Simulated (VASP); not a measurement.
Calculation: r2SCAN+rVV10, VASP's PBE PAW potentials (set 64) (plane waves; VASP).

The input files of a VASP run:

### KPOINTS
```
Automatic mesh
0
Gamma
9 9 9
0 0 0
```

### POSCAR
```
HfO2
3.5534910
  0.0000000000   0.7071067286   0.7071067286
  0.7071067286   0.0000000000   0.7071067286
  0.7071067286   0.7071067286   0.0000000000
Hf O
1 2
Cartesian
  0.0000000000   0.0000000000   0.0000000000
  0.3535533643   0.3535533643   0.3535533643
  1.0606600929   1.0606600929   1.0606600929
```

**KPOINTS_OPT**
```
k-points along high-symmetry lines
10
Line-mode
Reciprocal
  0.000000   0.000000   0.000000 ! GAMMA
  0.500000   0.000000   0.500000 ! X

  0.500000   0.000000   0.500000 ! X
  0.625000   0.250000   0.625000 ! U

  0.375000   0.375000   0.750000 ! K
  0.000000   0.000000   0.000000 ! GAMMA

  0.000000   0.000000   0.000000 ! GAMMA
  0.500000   0.500000   0.500000 ! L

  0.500000   0.500000   0.500000 ! L
  0.500000   0.250000   0.750000 ! W

  0.500000   0.250000   0.750000 ! W
  0.500000   0.000000   0.500000 ! X
```

INCAR:
```
SYSTEM = HfO2
PREC = Accurate; ENCUT = 520; LREAL = .False.
LASPH = .True.
EDIFF = 1E-7; NELM = 100; ALGO = Normal
LMAXMIX = 6; LMIXTAU = .True.
ISMEAR = -5
METAGGA = R2SCAN; LUSE_VDW = .True.; BPARAM = 11.95
CPARAM = 0.0093
ISIF = 2
LWAVE = .False.; LCHARG = .False.; LORBIT = 11
NEDOS = 601
LEFG = .True.
```

POTCAR, in this order: Hf_pv O (PBE.64 set). Program: vasp_std.

Unless said otherwise, spin-orbit coupling is left out, though it shifts the bands of the heavy elements here.

Task: Estimate the energy per atom (σ→0), band gap (over mesh and band path).

Result: 
| Quantity | Value |
|---|---|
| energy per atom (σ→0) | -22.691 eV/atom |
| band gap (over mesh and band path) | 4.34 eV |

File OSZICAR:
```
...
DAV:  17    -0.680736098005E+02   -0.10017E-04   -0.14423E-05  1253   0.350E-02    0.971E-03
DAV:  18    -0.680736121501E+02   -0.23496E-05   -0.98547E-07  1169   0.131E-02    0.400E-03
DAV:  19    -0.680736118538E+02    0.29630E-06   -0.39044E-07  1365   0.538E-03    0.326E-04
DAV:  20    -0.680736120609E+02   -0.20710E-06   -0.30356E-08   686   0.235E-03    0.695E-04
DAV:  21    -0.680736120382E+02    0.22661E-07   -0.11629E-08   637   0.101E-03
   1 F= -.68073612E+02 E0= -.68073612E+02  d E =0.000000E+00
       N       E                     dE             ncg
       N       E                     dE             ncg
```

The compound is HfO2 in the fluorite structure, the high-temperature cubic form, which is unstable at 0 K; the monoclinic form is the stable one. It was relaxed first.
